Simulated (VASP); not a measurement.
Method: PBEsol GGA, VASP's PBE PAW potentials (set 64) (plane waves; VASP).

VASP ran on this input.

File POSCAR:
```
ZnS
1
    1.8907594470    -3.2748913860     0.0000000000
    1.8907594470     3.2748913860    -0.0000000000
    0.0000000000     0.0000000000     6.2008511246
Zn S
2 2
Direct
  0.6666670000   0.3333330000   0.5002468963
  0.3333330000   0.6666670000   0.0002468963
  0.6666670000   0.3333330000   0.8747531037
  0.3333330000   0.6666670000   0.3747531037
```

KPOINTS:
```
Regular mesh
0
gamma
 9 9 5
0 0 0
```

### INCAR
```
! general
SYSTEM   =  ZnS
PREC     =  Accurate
ENCUT    =  400   ! plane-wave cut-off (eV)
LREAL    =  F   ! projection in real space or not
LASPH    =  T

! electronic loop
EDIFF    =  1E-7   ! SCF stop (eV)
NELM     =  100
ALGO     =  Normal
LMAXMIX  =  4

! smearing
ISMEAR   =  -5   ! tetrahedra, Bloechl

! functional
GGA      =  PS   ! PBEsol

! ions
ISIF     =  2   ! forces and stress, cell fixed

! output
LWAVE    =  F
LCHARG   =  T
LORBIT   =  11   ! lm-projected
NEDOS    =  601   ! DOS grid
```

POTCAR, in this order: Zn S (PBE.64 set). Program: vasp_std.

Output of the run:

**OSZICAR**
```
       N       E                     dE             d eps       ncg     rms          rms(c)
DAV:   1     0.208216313239E+03    0.20822E+03   -0.15193E+04  1584   0.166E+03
DAV:   2     0.213908235339E+01   -0.20608E+03   -0.20169E+03  1686   0.338E+02
DAV:   3    -0.156069315450E+02   -0.17746E+02   -0.17682E+02  1914   0.106E+02
DAV:   4    -0.159731409906E+02   -0.36621E+00   -0.36594E+00  1854   0.158E+01
DAV:   5    -0.159802696322E+02   -0.71286E-02   -0.71280E-02  1942   0.217E+00    0.103E+01
DAV:   6    -0.151493685416E+02    0.83090E+00   -0.21942E+00  2184   0.477E+01    0.784E+00
DAV:   7    -0.151861522111E+02   -0.36784E-01   -0.20064E+00  1668   0.835E+00    0.329E+00
DAV:   8    -0.151640028178E+02    0.22149E-01   -0.99118E-02  2182   0.451E+00    0.106E+00
DAV:   9    -0.151633931253E+02    0.60969E-03   -0.24961E-02  2176   0.269E+00    0.259E-01
DAV:  10    -0.151635067544E+02   -0.11363E-03   -0.12215E-03  1856   0.415E-01    0.188E-01
DAV:  11    -0.151636252889E+02   -0.11853E-03   -0.21265E-04  1892   0.221E-01    0.609E-02
DAV:  12    -0.151636312462E+02   -0.59572E-05   -0.59966E-05  1932   0.106E-01    0.223E-02
DAV:  13    -0.151636321913E+02   -0.94513E-06   -0.37047E-06  1884   0.177E-02    0.123E-02
DAV:  14    -0.151636331797E+02   -0.98839E-06   -0.19208E-06  2128   0.234E-02    0.486E-03
DAV:  15    -0.151636330260E+02    0.15367E-06   -0.46241E-07  1786   0.138E-02    0.182E-03
DAV:  16    -0.151636330232E+02    0.28363E-08   -0.78040E-08  1122   0.207E-03
   1 F= -.15163633E+02 E0= -.15163633E+02  d E =0.000000E+00
```

File OUTCAR:
```
------------------------ aborting loop because EDIFF is reached ----------------------------------------
  FORCE on cell =-STRESS in cart. coord.  units (eV):
  Direction    XX          YY          ZZ          XY          YZ          ZX
  --------------------------------------------------------------------------------------
  Total        0.0142448      0.0142448      0.0439053      0.0000000     -0.0000000      0.0000000
  in kB        0.2972031      0.2972031      0.9160363      0.0000000     -0.0000000      0.0000000
  external PRESSURE =       0.5034809 kB  Pullay stress =       0.0000000 kB
  volume of cell :       76.79
      direct lattice vectors                 reciprocal lattice vectors
     1.890759447 -3.274891386  0.000000000     0.264444005 -0.152676819  0.000000000
     1.890759447  3.274891386  0.000000000     0.264444005  0.152676819  0.000000000
     0.000000000  0.000000000  6.200851125     0.000000000  0.000000000  0.161268184
  FREE ENERGIE OF THE ION-ELECTRON SYSTEM (eV)
  ---------------------------------------------------
  free  energy   TOTEN  =       -15.1636330232 eV

  energy  without entropy=      -15.1636330232  energy(sigma->0) =      -15.16363302

 total charge

# of ion       s       p       d       tot
------------------------------------------
    1        0.532   0.505   9.801  10.838
    2        0.532   0.505   9.801  10.838
    3        1.308   2.423   0.000   3.732
    4        1.308   2.423   0.000   3.732
--------------------------------------------------
tot          3.680   5.857  19.602  29.139
```
(Selected blocks of OUTCAR.)

The compound is ZnS in the wurtzite structure, the high-temperature form. It was relaxed first.
